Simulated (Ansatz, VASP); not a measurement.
Mg2Be in VASP and in Ansatz

```
Mg Be
1.0
     4.70711    0.00000    0.00000
    -2.35355    4.07647    0.00000
     0.00000    0.00000    2.76280
Mg Be
2 1
Direct
  0.33333 0.66667 0.50000
  0.66667 0.33333 0.50000
  0.00000 0.00000 0.00000
```

Alike in both runs: functional PBE; k mesh 12 × 12 × 16; occupations gaussian, width 0.1 eV; no spin polarisation.

Ansatz relaxed the structure, and its values are those at the end. VASP's run is a single point on that final structure, the one shown.

|  | VASP | Ansatz |
| --- | --- | --- |
| version | VASP 6.6.1 | Ansatz 0.2.0 |
| potentials or method | VASP PAW PBE potentials, release 64 (Mg, Be) | scalar-relativistic, plane waves, PAW |
| plane-wave cutoff (eV) | 520 | 420 |
| valence electrons in the cell | 6 | 22 |

Ansatz gave:

* gap on the k mesh at the Fermi level (eV): none
* pressure (GPa): 0.0

Estimate VASP's values.

gap on the k mesh at the Fermi level (eV): none; pressure (GPa): -0.1.

A gap of «none» marks a metal or a gap that the smearing closes. With one functional, cell and mesh, what is left measures potentials, basis and numerics. The two sets of potentials don't hold the same shells in valence.
